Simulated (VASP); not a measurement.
Crystal: Sc.

```
Sc
1.0
     3.27000    0.00000    0.00000
    -1.63500    2.83190    0.00000
     0.00000    0.00000    5.09000
Sc
2
Direct
  0.33333 0.66667 0.25000
  0.66667 0.33333 0.75000
```

The cell was built by a generator and needn't be a form met in nature.

| Property | Result |
| --- | --- |
| Program | VASP 6.6.1 |
| Task | relaxation of cell and atoms |
| Functional | PBE |
| Potentials or basis | VASP PAW PBE potentials, release 64 (Sc_sv) |
| Cutoff | 600 eV |
| k mesh | 14 × 14 × 8 |
| Occupations | methfessel-paxton, width 0.1 eV |
| Spin | no spin polarisation |

At the start: pressure 2.6 GPa; volume 23.57 Å³/atom.

Question: Where does the relaxation end?

Answer: Over 5 steps the energy falls by 8.5 meV/atom and the volume is 24.63 Å³/atom (+4.5 %); space group P6_3/mmc (No. 194, to 0.05 Å).

Step by step:
| step | energy change (eV) | largest force (eV/Å) | pressure (GPa) | volume (Å³) |
| --- | --- | --- | --- | --- |
| 1 | 0.0000 | 0.0000 | 2.61 | 47.14 |
| 2 | -0.0160 | 0.0000 | -0.60 | 49.81 |
| 3 | -0.0170 | 0.0000 | 0.04 | 49.27 |
| 4 | -0.0170 | 0.0000 | -0.04 | 49.31 |
| 5 | -0.0170 | 0.0000 | 0.02 | 49.26 |

Final structure:
```
CELL_PARAMETERS angstrom
3.32033 0.00000 0.00000
-1.66017 2.87549 0.00000
0.00000 0.00000 5.15987
ATOMIC_POSITIONS crystal
Sc 0.33333 0.66667 0.25000
Sc 0.66667 0.33333 0.75000
```
